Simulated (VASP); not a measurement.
Method: RPBE GGA, VASP's PBE PAW potentials (set 64) (plane waves; VASP).

VASP input:

**KPOINTS**
```
Automatic mesh
0
Gamma
12 12 12
0 0 0
```

### INCAR
```
LWAVE = F
LCHARG = T
NEDOS = 601
ALGO = Normal   # blocked Davidson
ISIF = 2   # forces and stress, cell fixed
LMAXMIX = 4   # l cut-off of mixed one-centre charges
ENCUT = 520
LREAL = F   # projection in real space or not
NELM = 100
PREC = Accurate
LASPH = T   # aspherical one-centre terms
GGA = RP
ISMEAR = -5   # tetrahedra, Bloechl
SYSTEM = Sr
LORBIT = 11   # lm-projected
EDIFF = 1E-7   # SCF stop (eV)
```

POSCAR:
```
Sr
1
    0.0000000000     3.0732727504     3.0732727504
    3.0732727504     0.0000000000     3.0732727504
    3.0732727504     3.0732727504     0.0000000000
Sr
1
Direct
  0.0000000000   0.0000000000   0.0000000000
```

POTCAR, in this order: Sr_sv (PBE.64 set). Program: vasp_std.

Question: What will the output report for the number of irreducible k-points (NKPTS), largest plane-wave count, number of space-group operations, FFT grid (NGX, NGY, NGZ)?

Answer: 
```yaml
number of irreducible k-points (NKPTS): 72
largest_plane_wave_count: 1588
number_of_space_group_operations: 48
FFT grid (NGX, NGY, NGZ): 32 × 32 × 32
```

The compound is Sr in the fcc structure. It was relaxed first.
